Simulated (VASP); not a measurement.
Here is the system:

```xyz
2
Lattice="0.0000 2.2020 2.2020 2.2020 0.0000 2.2020 2.2020 2.2020 0.0000" Properties=species:S:1:pos:R:3 pbc="T T T"
N      0.0000     0.0000     0.0000
Ta     2.2020     2.2020     2.2020
```

Computed with r2SCAN meta-GGA with spin-orbit coupling, VASP's PBE PAW potentials (set 64) (plane waves; VASP 6.6.1). Numerical set-up: 520 eV cut-off, 13×13×13 Γ-centred mesh, Gaussian smearing of 0.050 eV, potentials N Ta_pv.

Problem. Predict the energy per atom (σ→0), band gap (over mesh and band path) with the smallest direct gap where there is one.

Solution. 
| Quantity | Result |
|---|---|
| band gap (over mesh and band path) | none (metal, semimetal or under 0.01 eV) |
| energy per atom (σ→0) | -30.138 eV/atom |

Total energies compare only between runs with the same potentials, cut-off and functional.

The structure was generated: TaN was put into the rocksalt type (Fm-3m), which need not be its known phase. It was relaxed first, which changed the volume by +13 %.
